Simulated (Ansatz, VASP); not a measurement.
This is a calculation of Mg6SiB for Ansatz 0.2.0.

Contents of input.yaml:

```yaml
crystal:
  lattice:
    - [0.0, 3.89167, -4.938007]
    - [0.0, 3.89167, 4.938007]
    - [3.975708, 0.0, 0.0]
  atoms:
    - { symbol: Mg, position: [0.859637, 0.140363, 0.5] }
    - { symbol: Mg, position: [0.336355, 0.102227, 0.5] }
    - { symbol: Mg, position: [0.897773, 0.663645, 0.5] }
    - { symbol: Mg, position: [0.628635, 0.371365, 0.0] }
    - { symbol: Si, position: [0.053504, 0.946496, 0.0] }
    - { symbol: Mg, position: [0.186394, 0.444203, 0.0] }
    - { symbol: Mg, position: [0.555797, 0.813606, 0.0] }
    - { symbol: B, position: [0.481907, 0.518093, 0.5] }
hamiltonian:
  xc: lda
  pseudopotentials: { kind: paw }
kpoints:
  mp_grid: { grid: [5, 5, 7] }
scf:
  occupations: { method: methfessel_paxton, width: 0.1 }
output:
  forces: true
  stress: true
  eigenvalues: true
```

Potentials or basis: Ansatz PAW.

Run with:

```bash
$ ansatz run input.yaml --threads 4 --pin off --max-ram 11264MiB --backend cpu --events-out ev --progress --plain --runs-dir out
```

**Question.** Translate it to VASP 6.6.1. Potentials there: VASP PAW LDA potentials, release 64 (Mg_pv, Si, B).

**Answer.** As run (the cutoff follows the program's own potentials):

Contents of run.py:

```python
from ase.calculators.vasp import Vasp
from ase.dft.bandgap import bandgap
from ase.io import read

atoms = read('Mg6SiB.cif', primitive_cell=True, subtrans_included=False)
calc = Vasp(
    directory='calc',
    xc='lda',
    pp='LDA',
    setups='materialsproject',
    prec='Accurate',
    encut=520,
    ediff=1e-07,
    ismear=1,
    sigma=0.1,
    lreal=False,
    lasph=True,
    nelm=60,
    algo='Normal',
    isif=2,
    lwave=False,
    lcharg=True,
    lelf=True,
    lvhar=True,
    kpts=[5, 5, 7],
    gamma=True,
)
atoms.calc = calc

print('energy (eV):', atoms.get_potential_energy())
print('free energy (eV):', atoms.get_potential_energy(force_consistent=True))
print('forces (eV/A):')
print(atoms.get_forces())
print('stress (eV/A^3, Voigt):', atoms.get_stress())
print('Fermi level (eV):', calc.get_fermi_level())
gap, top, bottom = bandgap(calc)
print('band gap (eV):', gap, 'from (spin, k, band)', top, 'to', bottom)
```

The input Mg6SiB.cif:

```cif
data_Mg6SiB
_cell_length_a 3.97570800
_cell_length_b 7.78334000
_cell_length_c 9.87601400
_cell_angle_alpha 90.00000000
_cell_angle_beta 90.00000000
_cell_angle_gamma 90.00000000
_space_group_name_H-M_alt 'Amm2'
_space_group_name_Hall 'A 2 -2'
_space_group_IT_number 38
loop_
_space_group_symop_operation_xyz
'x,y,z'
'-x,-y,z'
'-x,y,z'
'x,-y,z'
'x,y+1/2,z+1/2'
'-x,-y+1/2,z+1/2'
'-x,y+1/2,z+1/2'
'x,-y+1/2,z+1/2'
loop_
_atom_site_label
_atom_site_type_symbol
_atom_site_symmetry_multiplicity
_atom_site_Wyckoff_symbol
_atom_site_fract_x
_atom_site_fract_y
_atom_site_fract_z
_atom_site_occupancy
Si1 Si 2 a 0.0000000000 0.5000000000 0.4464960000 1
Mg1 Mg 2 b 0.5000000000 0.5000000000 0.6403630000 1
Mg2 Mg 4 e 0.5000000000 0.2192910000 0.8829360000 1
Mg3 Mg 2 a 0.0000000000 0.5000000000 0.8713650000 1
Mg4 Mg 4 d 0.0000000000 0.3152985000 0.1289045000 1
B1 B 2 b 0.5000000000 0.5000000000 0.0180930000 1
```

Potentials or basis: VASP PAW LDA potentials, release 64 (Mg_pv, Si, B).

The run is started by

```sh
$ python run.py
```

Both were run:

|  | VASP | Ansatz | Ansatz less VASP |
| --- | --- | --- | --- |
| gap on the k mesh at the Fermi level (eV) | none | none | - |
| pressure (GPa) | -3.0 | -3.0 | +0.04 |
| largest component of the traceless stress (GPa) | 0.42 | 0.41 | -0.014 |
| rms of the force components (eV/Å) | 0.052 | 0.054 | +0.0021 |

Atom by atom the forces differ by 0.003 eV/Å (rms over components). A gap of «none» marks a metal or a gap that the smearing closes. The two sets of potentials don't hold the same shells in valence.

Caveats: the PAW data sets come from PBE, with cores solved anew for the run's functional, which leaves a small shift of forces and pressure (Ansatz).
